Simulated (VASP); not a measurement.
A run of VASP 6.6.1 is set up as follows.

Contents of INCAR:

```
PREC = Accurate ; ENCUT = 520
EDIFF = 1E-7 ; ISMEAR = -1
SIGMA = 0.05 ; LREAL = False
LASPH = True ; NELM = 120
ALGO = Normal ; ISIF = 2
LWAVE = False ; LCHARG = False
ISPIN = 2 ; MAGMOM = 1 1 0 0.6 0
LORBIT = 11 ; LMAXMIX = 4
GGA = PE ; NBANDS = 40
KPAR = 4
```

File KPOINTS:

```
regular mesh
0
Gamma
  8 8 5
```

The input POSCAR:

```
NiMoIrPdW
1.0
    4.1170500000      0.0000000000      0.0000000000
   -2.0585300000      3.5654700000      0.0000000000
    0.0000000000      0.0000000000      5.4458000000
Ni Mo Pd Ir W
1 1 1 1 1
Direct
    0.0000000000      0.0000000000      0.9577500000
    0.6666700000      0.3333300000      0.9616100000
    0.6666700000      0.3333300000      0.4629500000
    0.3333300000      0.6666700000      0.7257200000
    0.3333300000      0.6666700000      0.2364200000
```

Potentials or basis: VASP PAW PBE potentials, release 64 (Ni, Mo_sv, Pd, Ir, W_sv).

Launch:

```sh
$ cat potpaw_PBE.64/Ni/POTCAR potpaw_PBE.64/Mo_sv/POTCAR potpaw_PBE.64/Pd/POTCAR potpaw_PBE.64/Ir/POTCAR potpaw_PBE.64/W_sv/POTCAR > POTCAR
$ mpirun -np 4 vasp_std > vasp.out
```

(1) What does it give for the largest force?

(2) What does it give for the pressure?

(3) Estimate the band gap on the k mesh.

(4) Predict the net moment.

## Answers

(1) 0.041 eV/Å.

(2) 0.2 GPa.

(3) none (metal or under the smearing width).

(4) 0.00 μB per cell.
